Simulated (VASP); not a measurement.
Consider the following.

```yaml
crystal:
  lattice:
    - [3.75259, 0.00000, 0.00000]
    - [0.00000, 3.75259, 0.00000]
    - [0.00000, 0.00000, 3.75259]
  atoms:
    - { symbol: Cu, position: [0.00000, 0.50000, 0.50000] }
    - { symbol: Cu, position: [0.50000, 0.00000, 0.50000] }
    - { symbol: Cu, position: [0.50000, 0.50000, 0.00000] }
    - { symbol: Au, position: [0.00000, 0.00000, 0.00000] }
```

Method: rev-vdW-DF2, VASP's PBE PAW potentials (set 64) (plane waves; VASP). Numerical set-up: 520 eV cut-off, 9×9×9 Γ-centred mesh, tetrahedra with Blöchl corrections, potentials Cu Au.

Unless said otherwise, spin-orbit coupling is left out, though it shifts the bands of the heavy elements here.

Problem. Tabulate the total density of states (states/eV per cell) against energy (eV; zero at the valence-band maximum or, without a gap, the Fermi level).

Solution. 
```
E (eV) | DOS (states/eV)
    -9.97 |  0.00
    -9.75 |  0.00
    -9.54 |  0.05
    -9.32 |  0.15
    -9.10 |  0.22
    -8.78 |  0.29
    -8.56 |  0.35
    -8.35 | # 0.41
    -8.13 | # 0.47
    -7.91 | # 0.53
    -7.70 | # 0.63
    -7.48 | # 0.82
    -7.26 | # 0.81
    -7.05 | # 0.84
    -6.83 | # 0.90
    -6.51 | ### 2.35
    -6.29 | ### 2.04
    -6.07 | ########### 7.49
    -5.86 | ##### 3.86
    -5.64 | #### 2.78
    -5.42 | ############### 10.9
    -5.21 | ########### 7.85
    -4.99 | ##### 3.65
    -4.78 | #### 2.55
    -4.56 | #### 2.72
    -4.23 | ########## 7.07
    -4.02 | # 0.74
    -3.80 | ## 1.08
    -3.58 | ########### 7.71
    -3.37 | ################ 11.6
    -3.15 | ##################### 15.2
    -2.94 | ################### 13.6
    -2.72 | ################### 13.4
    -2.50 | ################ 11.1
    -2.29 | ###################### 15.7
    -1.96 | ################### 13.3
    -1.74 | ############################## 21.2
    -1.53 | ####### 4.64
    -1.31 | ## 1.49
    -1.09 | ## 1.34
    -0.88 | ## 1.46
    -0.66 | ## 1.70
    -0.45 | # 0.96
    -0.23 | ## 1.15
    -0.01 | # 0.86
     0.31 | # 0.96
     0.53 | ## 1.16
     0.74 | ## 1.43
     0.96 | # 1.03
     1.18 | ## 1.10
     1.40 | ## 1.09
     1.61 | ## 1.07
     1.83 | ## 1.12
     2.04 | # 1.03
     2.26 | # 0.95
     2.59 | # 0.83
     2.80 | # 0.82
     3.02 | # 0.82
     3.23 | # 0.86
     3.45 | # 0.96
```
Within 2 eV below the Fermi level the largest weight inside VASP's projection spheres is Cu d.

The compound is Cu3Au in the L1_2 structure. It was relaxed first.
